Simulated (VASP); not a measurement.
Computed with PBE GGA, VASP's PBE PAW potentials (set 64) (plane waves; VASP 6.6.1).

Input for VASP

**INCAR**
```
ALGO = Normal
EDIFF = 1E-6
ENCUT = 520
GGA = PE
ISIF = 2
ISMEAR = 0
LASPH = .FALSE.
LCHARG = .FALSE.
LREAL = .FALSE.
LWAVE = .FALSE.
NELM = 100
PREC = Accurate
SIGMA = 0.05
SYSTEM = CaF2
```

### KPOINTS
```
Automatic mesh
0
Gamma
6 6 6
0 0 0
```

**POSCAR**
```
CaF2
1
    0.0000000000     2.7330050000     2.6948020000
    2.7972450000     0.0000000000     2.6948020000
    2.7972450000     2.7330050000     0.0000000000
Ca F
1 2
Direct
  0.0000000000   0.0000000000   0.0000000000
  0.2500000000   0.2500000000   0.2500000000
  0.7421190000   0.7578810000   0.7578810000
```

POTCAR, in this order: Ca_sv F (PBE.64 set). Program: vasp_std.

Predict the energy per atom (σ→0), pressure, largest force.

```yaml
energy per atom (σ→0): -5.774 eV/atom
pressure: 1.57 GPa
largest_force: 0.184 eV/Å
```

File OSZICAR:
```
...
DAV:   7    -0.172974163069E+02   -0.47462E-02   -0.19204E-01  2816   0.391E+00    0.167E+00
DAV:   8    -0.173157016583E+02   -0.18285E-01   -0.33987E-02  2872   0.228E+00    0.197E-01
DAV:   9    -0.173200848266E+02   -0.43832E-02   -0.79633E-03  2808   0.710E-01    0.135E-01
DAV:  10    -0.173209899983E+02   -0.90517E-03   -0.13952E-03  2720   0.280E-01    0.354E-02
DAV:  11    -0.173210014154E+02   -0.11417E-04   -0.10537E-04  2872   0.957E-02    0.161E-02
DAV:  12    -0.173210083661E+02   -0.69507E-05   -0.22813E-05  2792   0.466E-02    0.313E-03
DAV:  13    -0.173210087085E+02   -0.34238E-06   -0.33753E-06  2792   0.154E-02
   1 F= -.17321009E+02 E0= -.17321009E+02  d E =-.416202E-26
```

The compound is CaF2 in the fluorite structure. The cell was not relaxed at this level, atoms are displaced from their ideal sites. The run is one of a series of settings (LASPH = .FALSE. against the base run), some of them coarse on purpose.
